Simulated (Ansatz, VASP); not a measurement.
# Cross-check of TiInSn (TiInSn in the AlB2 type) between VASP and Ansatz

One calculation is typed for both programs; each brings its own data sets. How far apart do they land? The cell is generated by rule, not measured, and may not be a known phase. The cell is taken from a series of runs on this material, whose earlier steps may have relaxed, scaled, displaced or heated it; both programs get it as it stands.

Method: plane waves, with VASP 6.6.1 beside it; relaxation of cell and atoms at PBEsol and zone-centre phonons at PBEsol, in Ansatz 0.2.0.

The structure was built from a prototype and need not be the compound's stable phase.

## (1) Starting point

Symmetry: P-6m2, No. 187, hexagonal system. Conventional cell: a = 4.985 Å, b = 4.985 Å, c = 2.873 Å, α = 90.00°, β = 90.00°, γ = 120.00°. Nearest to Ti lie 2 Ti at 2.87 Å and 6 Sn at 3.22 Å and 6 In at 3.22 Å. Nearest to Sn lie 2 Sn at 2.87 Å and 3 In at 2.88 Å and 6 Ti at 3.22 Å. Nearest to In lie 2 In at 2.87 Å and 3 Sn at 2.88 Å and 6 Ti at 3.22 Å. Farther neighbours are not listed.

## (2) VASP: relaxation of cell and atoms, PBEsol, pair 1

The relaxed volume is the usual yardstick between codes: in a stiff, nearly cubic crystal its relative difference is about their pressure difference at one cell divided by the bulk modulus.

Lines of VASP's logs that name or quote its potential files are left out, and so is its time.

Input file INCAR:

```
SYSTEM = TiInSn
PREC = Accurate
ENCUT = 500
EDIFF = 1E-07
NELM = 120
ISMEAR = 1
SIGMA = 0.2
LREAL = .FALSE.
ALGO = Normal
GGA = PS
NBANDS = 25
LASPH = .TRUE.
LORBIT = 11
LWAVE = .FALSE.
LCHARG = .FALSE.
ISIF = 3
IBRION = 2
NSW = 80
EDIFFG = -0.005
GGA_COMPAT = .FALSE.
NELMIN = 4
KPAR = 2
```

Input file POSCAR:

```
TiInSn
1.0
    4.9851180000      0.0000030000      0.0000000000
   -2.4925620000      4.3172370000      0.0000000000
    0.0000000000      0.0000000000      2.8726120000
Ti Sn In
1 1 1
Direct
    0.0000000000      0.0000000000      0.0000000000
    0.3333333333      0.6666666667      0.5000000000
    0.6666666667      0.3333333333      0.5000000000
```

Input file KPOINTS:

```
Automatic mesh
0
Gamma
6 6 10
0 0 0
```

PAW data sets: Ti_sv, Sn_d and In_d (PBE family, release 64).

Launch:

```
$ mpirun -np 2 vasp_std
```

Numbers of over 12 decimals in the logs are rounded to 6 here.

The log of the run:

```text
[banner, memory and clock lines left out]
running    2 mpi-ranks, on    1 nodes
 distrk:  each k-point on    1 cores,    2 groups
 distr:  one band on    1 cores,    1 groups

 POSCAR found type information on POSCAR TiSnIn
 POSCAR found :  3 types and       3 ions
|                                                                             |
|               ----> ADVICE to this user running VASP <----                  |
|                                                                             |
|     You enforced a specific xc type in the INCAR file but a different       |
|     [... a line on the potential file left out ...]
|     I HOPE YOU KNOW WHAT YOU ARE DOING!                                     |
|                                                                             |

 LDA part: xc-table for (Slater+PW92), standard interpolation
 POSCAR, INCAR and KPOINTS ok, starting setup
 FFT: planning ... GRIDC
 FFT: planning ... GRID_SOFT
 FFT: planning ... GRID
 WAVECAR not read
 entering main loop
       N       E                     dE             d eps       ncg     rms          rms(c)
DAV:   1     0.361296082037E+03    0.36130E+03   -0.19220E+04  2100   0.225E+03
DAV:   2     0.193411752940E+02   -0.34195E+03   -0.33826E+03  2117   0.510E+02
DAV:   3    -0.154934680054E+02   -0.34835E+02   -0.34483E+02  2720   0.172E+02
DAV:   4    -0.172445582550E+02   -0.17511E+01   -0.17282E+01  3200   0.360E+01
DAV:   5    -0.172936269611E+02   -0.49069E-01   -0.49043E-01  3013   0.509E+00    0.102E+01
DAV:   6    -0.164628363558E+02    0.83079E+00   -0.26104E+01  2820   0.240E+01    0.701E+00
DAV:   7    -0.155491540441E+02    0.91368E+00   -0.11013E+01  2533   0.166E+01    0.314E+00
DAV:   8    -0.154695315117E+02    0.79623E-01   -0.97233E-01  2308   0.704E+00    0.109E+00
DAV:   9    -0.154568264184E+02    0.12705E-01   -0.16530E-01  2391   0.307E+00    0.371E-01
DAV:  10    -0.154559186336E+02    0.90778E-03   -0.77094E-03  3157   0.661E-01    0.158E-01
DAV:  11    -0.154559164075E+02    0.22261E-05   -0.10740E-03  3133   0.269E-01    0.700E-02
DAV:  12    -0.154559123503E+02    0.40572E-05   -0.13414E-04  2805   0.675E-02    0.115E-02
DAV:  13    -0.154559109758E+02    0.13744E-05   -0.58668E-06  3070   0.204E-02    0.483E-03
DAV:  14    -0.154559109824E+02   -0.65975E-08   -0.45759E-07  2571   0.589E-03
   1 F= -.15455911E+02 E0= -.15454045E+02  d E =-.154559E+02
 curvature:   0.00 expect dE= 0.000E+00 dE for cont linesearch  0.000E+00
 trial: gam= 0.00000 g(F)=  0.225E-44 g(S)=  0.177E-04 ort = 0.000E+00 (trialstep = 0.100E+01)
 search vector abs. value=  0.177E-04
 bond charge predicted
       N       E                     dE             d eps       ncg     rms          rms(c)
DAV:   1    -0.154563528871E+02   -0.44191E-03   -0.98751E-03  2445   0.145E+00    0.149E-01
DAV:   2    -0.154561078713E+02    0.24502E-03   -0.37784E-03  2699   0.506E-01    0.749E-02
DAV:   3    -0.154559454641E+02    0.16241E-03   -0.13676E-03  2440   0.212E-01    0.395E-02
DAV:   4    -0.154559135833E+02    0.31881E-04   -0.13537E-04  3092   0.130E-01    0.109E-02
DAV:   5    -0.154559128417E+02    0.74167E-06   -0.13236E-05  2891   0.232E-02    0.837E-03
DAV:   6    -0.154559124838E+02    0.35792E-06   -0.17439E-06  3230   0.636E-03    0.511E-03
DAV:   7    -0.154559115374E+02    0.94637E-06   -0.12537E-06  2700   0.594E-03    0.110E-03
DAV:   8    -0.154559116084E+02   -0.71011E-07   -0.18534E-07  2093   0.226E-03
   2 F= -.15455912E+02 E0= -.15454029E+02  d E =-.625958E-06
 trial-energy change:   -0.000001  1 .order   -0.000003   -0.000018    0.000012
 step:   0.4809(harm=  0.6025)  dis= 0.00000  next Energy=   -15.455915 (dE=-0.399E-05)
 bond charge predicted
       N       E                     dE             d eps       ncg     rms          rms(c)
DAV:   1    -0.154560325267E+02   -0.12099E-03   -0.26680E-03  2452   0.750E-01    0.773E-02
DAV:   2    -0.154559638063E+02    0.68720E-04   -0.10015E-03  2711   0.263E-01    0.386E-02
DAV:   3    -0.154559202708E+02    0.43535E-04   -0.36420E-04  2441   0.110E-01    0.207E-02
DAV:   4    -0.154559125713E+02    0.76995E-05   -0.37011E-05  3061   0.675E-02    0.583E-03
DAV:   5    -0.154559133836E+02   -0.81229E-06   -0.36191E-06  2932   0.122E-02    0.443E-03
DAV:   6    -0.154559139346E+02   -0.55101E-06   -0.45922E-07  2915   0.332E-03    0.260E-03
DAV:   7    -0.154559146100E+02   -0.67545E-06   -0.32779E-07  2528   0.302E-03    0.477E-04
DAV:   8    -0.154559145872E+02    0.22846E-07   -0.44450E-08  1232   0.121E-03
   3 F= -.15455915E+02 E0= -.15454041E+02  d E =-.360475E-05
 curvature:  -0.27 expect dE=-0.110E-06 dE for cont linesearch -0.470E-07
 trial: gam=-0.07580 g(F)=  0.164E-44 g(S)=  0.404E-06 ort = 0.175E-05 (trialstep = 0.896E+00)
 search vector abs. value=  0.241E-06
 reached required accuracy - stopping structural energy minimisation
```

Parts of OUTCAR (step 2):

```text
ion  position               nearest neighbor table
   1  0.000  0.000  0.000-   2 3.22   2 3.22   3 3.22   3 3.22   3 3.22   3 3.22   2 3.22   2 3.22
                             2 3.22   3 3.22   2 3.22   3 3.22
   2  0.333  0.667  0.500-   3 2.88   3 2.88   3 2.88   1 3.22   1 3.22   1 3.22   1 3.22   1 3.22
                             1 3.22
   3  0.667  0.333  0.500-   2 2.88   2 2.88   2 2.88   1 3.22   1 3.22   1 3.22   1 3.22   1 3.22
                             1 3.22

  LATTYP: Found a hexagonal cell.
 ALAT       =     4.9851180000
 C/A-ratio  =     0.5762375133

 Subroutine GETGRP returns: Found 12 space group operations
 (whereof 12 operations were pure point group operations)

The static configuration has the point symmetry D_3h.

 Found     42 irreducible k-points:

   k-points           NKPTS =     42   k-points in BZ     NKDIM =     42   number of bands    NBANDS=     25

   dimension x,y,z NGX =    36 NGY =   36 NGZ =   24
   dimension x,y,z NGXF=    72 NGYF=   72 NGZF=   48

   ENCUT  =  500.0 eV  36.75 Ry    6.06 a.u.   9.09  9.09  5.24*2*pi/ulx,y,z

   NELECT =      39.0000    total number of electrons

 k-points in reciprocal lattice and weights: Automatic mesh
   0.00000000  0.00000000  0.00000000       0.003
   0.16666667 -0.00000000  0.00000000       0.017
   0.33333333  0.00000000  0.00000000       0.017
   0.50000000  0.00000000  0.00000000       0.008
   0.16666667  0.16666667  0.00000000       0.017
   0.33333333  0.16666667  0.00000000       0.033
   0.33333333  0.33333333  0.00000000       0.006
   0.00000000  0.00000000  0.10000000       0.006
   0.16666667 -0.00000000  0.10000000       0.033
[...]
0.33333333  0.16666667  0.50000000       0.033
   0.33333333  0.33333333  0.50000000       0.006

 average (electrostatic) potential at core
       1 -71.3710       2 -97.2711       3 -91.5550

 E-fermi :   9.5352

 k-point     1 :       0.0000    0.0000    0.0000
  band No.  band energies     occupation
    ...
     17       6.0961      2.00000
     18       6.0961      2.00000
     19       8.3602      2.00000
     20       9.5190      1.13614
     21       9.5190      1.13614
     22      11.4792     -0.00000
     23      11.4792     -0.00000
     24      12.1659     -0.00000
     25      12.1659     -0.00000

 k-point     2 :       0.1667   -0.0000    0.0000
  band No.  band energies     occupation
    ...
     17       5.9631      2.00000
     18       7.4795      2.00000
     19       8.2718      2.00000
     20       9.3950      1.92021
     21       9.4731      1.49860
     22      11.4419     -0.00000
     23      11.4791     -0.00000
     24      12.4412     -0.00000
     25      12.7073     -0.00000

 k-point     3 :       0.3333    0.0000    0.0000
  band No.  band energies     occupation
    ...
     16       2.4177      2.00000
     17       5.7238      2.00000
     18       6.8666      2.00000
     19       9.0121      2.00136
     20       9.3989      1.90643
     21      10.4435     -0.00000
     22      11.3770     -0.00000
     23      11.4791     -0.00000
     24      12.8721     -0.00000
     25      14.1250      0.00000

  Total        0.0033552      0.0033552     -0.0016102     -0.0000000      0.0000000      0.0000000
  in kB        0.0869122      0.0869121     -0.0417105     -0.0000000      0.0000000      0.0000000
  external PRESSURE =       0.0440379 kB  Pullay stress =       0.0000000 kB

  energy-cutoff  :      500.00
  volume of cell :       61.85
      direct lattice vectors                 reciprocal lattice vectors
     4.985897325  0.000003000  0.000000000     0.200565633  0.115796811  0.000000000
    -2.492951663  4.317911915  0.000000000    -0.000000139  0.231593342  0.000000000
     0.000000000 -0.000000000  2.872986004    -0.000000000 -0.000000000  0.348069917

 POSITION                                       TOTAL-FORCE (eV/Angst)
 -----------------------------------------------------------------------------------
     -0.00000      0.00000      0.00000         0.000000      0.000000      0.000000
     -0.00000      2.87861      1.43649         0.000000     -0.000000     -0.000000
      2.49295      1.43931      1.43649        -0.000000      0.000000      0.000000
 -----------------------------------------------------------------------------------
    total drift:                                0.000000     -0.000000     -0.000000

  FREE ENERGIE OF THE ION-ELECTRON SYSTEM (eV)
  ---------------------------------------------------
  free  energy   TOTEN  =       -15.4559145872 eV

  energy  without entropy=      -15.4502926867  energy(sigma->0) =      -15.45404062

 reached required accuracy - stopping structural energy minimisation

 total charge
# of ion       s       p       d       tot
------------------------------------------
    1        2.155   6.059   1.924  10.137
    2        1.148   1.234  10.026  12.408
    3        0.878   0.816   9.872  11.566
--------------------------------------------------
tot          4.181   8.108  21.822  34.112

[... 3 further parts left out ...]
```

The k-mesh is coarse for a metal. The run keeps the 12 symmetry operations of its start, so it cannot find a distortion of lower symmetry.

## (3) Ansatz: relaxation of cell and atoms, PBEsol, pair 1

Ansatz runs on its PAW soft_1 files.

The same cell, functional, mesh and smearing now go to Ansatz, which takes its cutoff from its data sets.

Input file input.yaml:

```yaml
crystal:
  lattice:
    - [4.9851180093, 3.3709e-06, 0.0]
    - [-2.4925619239, 4.3172371515, 0.0]
    - [0.0, 0.0, 2.8726117098]
  atoms:
    - { symbol: Ti, position: [0.0, 0.0, 0.0] }
    - { symbol: Sn, position: [0.3333333333, 0.6666666667, 0.5] }
    - { symbol: In, position: [0.6666666667, 0.3333333333, 0.5] }
kpoints:
  mp_grid: { grid: [6, 6, 10] }
hamiltonian:
  xc: pbesol
  pseudopotentials: { kind: paw, azcp: { folder: soft_1 }, xc_functional: pbe }
scf:
  occupations: { method: methfessel_paxton, width: 0.2 }
output:
  forces: true
  stress: true
  eigenvalues: true
relax:
  adjacent_minimum: "off"
  f_tol: 0.001
  max_steps: 60
  cell: { stress_tol: 0.01 }
```

Launch:

```
$ ansatz run input.yaml --threads 4 --pin off --max-ram 12288MiB --backend cpu --events-out ev --progress --plain --runs-dir out
```

The log of the run:

```text
Engine: ansatz 0.2.0, aarch64-unknown-linux-gnu
Pseudopotentials: kind: paw
Pseudopotential: Ti, paw, valence charge 12, recommended cutoff 420 eV (normal), soft_1/Ti.paw.azcp
Pseudopotential: Sn, paw, valence charge 14, recommended cutoff 420 eV (normal), soft_1/Sn.paw.azcp
Pseudopotential: In, paw, valence charge 13, recommended cutoff 420 eV (normal), soft_1/In.paw.azcp
Functional definition: PBEsol
  exchange = pbesol_x
  correlation = pbesol_c
Crystal: 3 atoms, lattice volume = 61.824 Å³
Basis set: ecut = 420 eV, 1251 PW (Γ), exchange–correlation on 72×72×40 points (8 copies of the dense FFT grid, shifted against one another)
Bands: 24, of which v1, the nominal top of the filled ones, is band 20 counted from 1 (19 counted from 0)
Symmetry: 12 space group operations
Space group: P-6m2 (ITA 187), of the structure as read, at distance tolerance 4.0e-5 Å
k-points: 42 of 360 (time reversal used)
Non-local potential: Ti, projectors of the file, l = 0: 3, l = 1: 2, l = 2: 3, l = 3: 1
Non-local potential: Sn, projectors of the file, l = 0: 2, l = 1: 2, l = 2: 2, l = 3: 1
Non-local potential: In, projectors of the file, l = 0: 2, l = 1: 2, l = 2: 2, l = 3: 1
PAW form: soft (Blöchl's): semilocal exchange-correlation on the pseudo side does not see the compensation charge
PAW frozen core: Ti, regenerated for the run's functional, and the local potential with it (the file was generated under x = pbe(κ = 0.804, μ = 0.219515), c = pbe(β = 0.066725))
PAW frozen core: Sn, regenerated for the run's functional, and the local potential with it (the file was generated under x = pbe(κ = 0.804, μ = 0.219515), c = pbe(β = 0.066725))
PAW frozen core: In, regenerated for the run's functional, and the local potential with it (the file was generated under x = pbe(κ = 0.804, μ = 0.219515), c = pbe(β = 0.066725))
PAW one-centre angular grid: Ti, 590 points (default); XC on 64 Gauss nodes
PAW one-centre angular grid: Sn, 590 points (default); XC on 64 Gauss nodes
PAW one-centre angular grid: In, 590 points (default); XC on 64 Gauss nodes
Initial density: superposition of atomic densities (chi_scale 0.1, normalization cell, long waves kept (reshape's long-wave potential 0.00 eV rms))
Initial wavefunctions: pseudopotential atomic-orbital guess
Functional: x = pbesol(κ = 0.804, μ = 0.123457), c = pbesol(β = 0.046)
SCF iter   1: F=—  HF=-13950.407589 eV  |F-HF|=—  |Δ(HF+E_count)|=         —  Δρ=6.78e-2  dr2=8.11e0  ethr=3.10e-3  ⟨swp⟩=5.2  Hψ=4056  notcnv=0
preconditioner: auto → Kerker (q_TF=auto, 2.527 Å⁻¹)  [metal: Δε(μ)=0.006 eV  Ē_g=12.886 eV  σ=0.200 eV  W_gap=0.02  n_scr=14 (ndim 8)  ℏωp=26.3 eV  f_vac=0.000  D(μ)=2.96/eV (n_scr^D=32)]
SCF iter   2: F=—  HF=-13949.471907 eV  |F-HF|=—  |Δ(HF+E_count)|=   9.36e-1  S|Δr|=    0.00e0  Δρ=3.39e-2  dr2=2.20e0  ethr=3.10e-3  ⟨swp⟩=3.0  Hψ=2117  notcnv=0
SCF iter   3: F=—  HF=-13949.112144 eV  |F-HF|=—  |Δ(HF+E_count)|=   3.60e-1  S|Δr|=    0.00e0  Δρ=7.13e-3  dr2=6.25e-2  ethr=3.10e-3  ⟨swp⟩=2.2  Hψ=1377  notcnv=0
SCF iter   4: F=—  HF=-13949.097057 eV  |F-HF|=—  |Δ(HF+E_count)|=   1.51e-2  S|Δr|=    0.00e0  Δρ=1.74e-3  dr2=2.02e-3  ethr=1.60e-4  ⟨swp⟩=2.3  Hψ=1783  notcnv=0
SCF iter   5: F=—  HF=-13949.096343 eV  |F-HF|=—  |Δ(HF+E_count)|=   7.14e-4  S|Δr|=    0.00e0  Δρ=5.09e-4  dr2=1.82e-4  ethr=5.17e-6  ⟨swp⟩=2.0  Hψ=1207  notcnv=0
SCF iter   6: F=—  HF=-13949.096307 eV  |F-HF|=—  |Δ(HF+E_count)|=   3.65e-5  S|Δr|=    0.00e0  Δρ=1.15e-4  dr2=8.88e-6  ethr=4.66e-7  ⟨swp⟩=2.0  Hψ=1255  notcnv=0
SCF iter   7: F=—  HF=-13949.096316 eV  |F-HF|=—  |Δ(HF+E_count)|=   9.78e-6  S|Δr|=    0.00e0  Δρ=2.08e-5  dr2=3.22e-7  ethr=2.28e-8  ⟨swp⟩=2.0  Hψ=1215  notcnv=0
SCF iter   8: F=-13949.096316 eV  HF=-13949.096316 eV  |F-HF|=1.42e-8  |Δ(HF+E_count)|=   7.48e-8  S|Δr|=    0.00e0  Δρ=4.78e-6  dr2=1.66e-8  ethr=2.56e-10  ⟨swp⟩=6.7  Hψ=4628  notcnv=0
SCF 1 converged in 8 iterations: F = -13949.096316 eV  dr2 = 1.66e-8
  greatest PAW one-centre occupation: 0.998 electrons in one spin orbital (limit 2), on the Ti atom at site 0 (counted from 0), in its partial waves of l = 0
relax step   1: F+E_penalty+E_count = -13949.09631636 eV  Δ(F+E_penalty+E_count) = +0.000e0 eV  max|allowed force component| = 8.018e-17 eV/Å  Δτ_max = 0.0000 Å  P = +0.027 GPa  Ω = 61.824 Å³  (8 SCF iters, dr2 threshold 1.00e-7 eV, accepted)
[...]
relax step   2: F+E_penalty+E_count = -13949.09631351 eV  Δ(F+E_penalty+E_count) = +2.850e-6 eV  max|allowed force component| = 7.710e-17 eV/Å  Δτ_max = 0.0000 Å  P = -0.025 GPa  Ω = 61.865 Å³  energy of the carried Pulay correction = -5.305e-6 eV  (4 SCF iters, dr2 threshold 5.31e-9 eV, accepted)
[...]
relax step   3: F+E_penalty+E_count = -13949.09631817 eV  Δ(F+E_penalty+E_count) = -4.660e-6 eV  max|allowed force component| = 1.164e-16 eV/Å  Δτ_max = 0.0000 Å  P = +0.002 GPa  Ω = 61.845 Å³  energy of the carried Pulay correction = -2.688e-6 eV  (4 SCF iters, dr2 threshold 2.80e-9 eV, accepted)
[...]
relax step   4: F+E_penalty+E_count = -13949.09632248 eV  Δ(F+E_penalty+E_count) = -4.302e-6 eV  max|allowed force component| = 1.041e-16 eV/Å  Δτ_max = 0.0000 Å  P = +0.002 GPa  Ω = 61.845 Å³  stress off target by 4.01e-3 GPa  SCF on the basis re-selected at this cell (its energy is not comparable with the rows above)  (5 SCF iters)
basis re-selected at this cell: Δ(F+E_penalty+E_count) = -4.302e-6 eV, ΔP = -0.000 GPa vs the last step (what re-selecting the basis moved, of the pressure what is left beyond the Pulay correction that the steps carried, after the strain that the cell walked since its last selection, with what the two solves' SCF thresholds leave and, on support functions, any second-order correction that the steps lacked; it is no m [...]
SCF converged after 5 iterations
Stability not checked: this state was not tested for a lower state beside it, because cold or Methfessel-Paxton smearing, or corrected tetrahedra, fill the levels in a way that the test cannot read (fill_not_monotonic; see scf.lower_state_search)
Free energy (F): -13949.096322 eV
Harris-Foulkes:  -13949.096322 eV  (|F-HF|=7.28e-12)
Internal energy: -13949.090807 eV  (E = F + TS)
E sigma→0 (E₀):  -13949.094944 eV
Entropy (-TS):   -0.005515 eV (-1.838 meV/atom)
Fermi energy:    13.327872 eV
--- Per-component energies (eV) ---
  E_band       = -194.625351
  E_kinetic    = 670.371834
  E_local      = -2647.812135  (includes V_loc(G=0)·N_el)
  E_nonlocal   = 538.031459
  E_hartree    = 1168.153473
  E_xc         = -383.054187
  E_vxc        = -316.951003  (∫ρ·V_xc dr)
  E_paw        = -9451.461130  (= ΣΔE_a)
  E_vpaw       = -774.572804  (= ΣTr[D̂ρ^β])
  E_aug_tail   = 0.000363  (compensation charges beyond the density's cutoff)
  E_ewald      = -3843.980612
  E_core_change = 0.660128  (= ΣΔE_core)
  E_smearing   = -0.005515  (= −TS)
  E_closure    = 0.000000  (closes the sum)
  Σ components = -13949.096322   (vs F -13949.096322, Δ=0.00e0)
--- Forces (eV/Å), atoms counted from 1 ---
  atom   1  Ti    -0.00000000    -0.00000000    -0.00000000
  atom   2  Sn    -0.00000000    -0.00000000    -0.00000000
  atom   3  In     0.00000000     0.00000000     0.00000000
  max |Σ_I F_I| component: 6.94e-18 eV/Å
--- Stress (GPa, compression-positive) ---
        0.000685       0.000000       0.000000
        0.000000       0.000685       0.000000
        0.000000       0.000000       0.004011
  P = ⅓ Tr σ = 0.0018 GPa (0.018 kbar)
--- Band table (eV; the first three rows and the last of 42) ---
  k-point 0: bands = [... 16 lower, 9.8871, 9.8871, 12.1464, 13.3075, 13.3075, 15.2776, 15.2776, 15.9660]
  k-point 1: bands = [... 16 lower, 10.0874, 10.0874, 12.3717, 13.2125, 13.2125, 15.4390, 15.4390, 15.9583]
  k-point 2: bands = [... 16 lower, 10.6664, 10.6664, 12.8125, 12.9579, 12.9579, 15.7568, 15.7876, 15.7876]
  k-point 41: bands = [... 16 lower, 9.5031, 10.8214, 11.3372, 13.6969, 13.8801, 14.4683, 14.5287, 14.5704]
--- Relaxed structure (3 steps of the walk, 3 accepted, 1 SCFs on fresh bases) ---
  F+E_penalty+E_count = -13949.09632248 eV   max|allowed force component| = 1.041e-16 eV/Å   (the final SCF, on the basis selected at the relaxed cell)
  cell:  # Å, volume = 61.8445 Å³
    - [4.986304, 3.371681649641099e-6, 0]
    - [-2.493155, 4.318264, 0]
    - [0, 0, 2.872190]
  atoms:
    - { symbol: Ti, position: [0, 0, 0] }
    - { symbol: Sn, position: [0.333333, 0.666667, 0.500000] }
    - { symbol: In, position: [0.666667, 0.333333, 0.500000] }
```

[end of part 1 of 2]

[Lines on the potential files, build, host, timing and source positions are cut from VASP's logs without a mark.]

[Logs are printed without paths, hosts, clocks, repeated set-up lines and the standing remarks that a program may print on its own settings, such as how far it seeks lower states.]

[Hosts, paths, dates, database ids (printed as entryN), source tags and the programs' standing remarks are cut or masked in the printed files.]
